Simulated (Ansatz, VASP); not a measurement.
# Two plane-wave programs on SbBr

```
Sb Br
1.0
     3.78132    0.00000    0.00000
     0.00000    3.78132    0.00000
     0.00000    0.00000    3.78132
Sb Br
1 1
Direct
  0.00000 0.00000 0.00000
  0.50000 0.50000 0.50000
```

Alike in both runs: functional PBE; k mesh 14 × 14 × 14; occupations gaussian, width 0.1 eV; no spin polarisation.

Ansatz relaxed the structure, and its values are those at the end. VASP's run is a single point on that final structure, the one shown.

|  | VASP | Ansatz |
| --- | --- | --- |
| version | VASP 6.6.1 | Ansatz 0.2.0 |
| potentials or method | VASP PAW PBE potentials, release 64 (Sb, Br) | scalar-relativistic, plane waves, PAW |
| plane-wave cutoff (eV) | 520 | 420 |
| valence electrons in the cell | 12 | 22 |

Ansatz gave:

```
gap on the k mesh at the Fermi level (eV) : none
pressure (GPa)                            : 0.0
```

Which values does VASP return?

gap on the k mesh at the Fermi level (eV): none; pressure (GPa): -0.2.

A gap of «none» marks a metal or a gap that the smearing closes. The two sets of potentials don't hold the same shells in valence.

The runs have no spin-orbit coupling, so splittings on Sb are missing.
